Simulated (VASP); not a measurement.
Computed with r2SCAN meta-GGA, VASP's PBE PAW potentials (set 64) (plane waves; VASP).

Gaps are without spin-orbit coupling.

| Property | Result |
|---|---|
| volume per atom | 11.17 Å³/atom |
| band gap (over mesh and band path) | 2.85 eV |
| smallest direct gap (over mesh and band path) | 2.85 eV |

Q: Which relaxed crystal gives these values?
(A) AlGa3N4, Pm (6)
(B) GeTe2Pb, P4/mmm (123)
(C) RbCaH3, Pm-3m (221)
(D) MgCdS2, P4/mmm (123)

A: A, AlGa3N4, Pm (6)
